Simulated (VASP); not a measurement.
VASP, PAW. Band gap of CdS (zinc blende) (no spin-orbit coupling).

```json
[
 {"level": "PBE-D4 (own cell)", "band gap (eV)": "1.11"},
 {"level": "RPBE (own cell)", "band gap (eV)": "1.13"}
]
```

Q: Estimate the band gap from r2SCAN (own cell), revTPSS (own cell), rev-vdW-DF2 (own cell) and from experiment.

A: 
```json
{
  "r2SCAN (own cell)": "1.53 eV",
  "revTPSS (own cell)": "1.20 eV",
  "rev-vdW-DF2 (own cell)": "0.93 eV",
  "measured": "2.48 eV at 4 K (as given by arXiv:1206.3780)"
}
```

Only levels that ran to the end are used. Left out are those held back, those with too coarse a band path, GW runs whose mesh misses a band edge, hybrids' fits of cells that aren't cubic and levels without matching references; a question may draw on a part of the rest.

The compound is CdS in the zinc blende structure, a metastable form; wurtzite is the usual one.
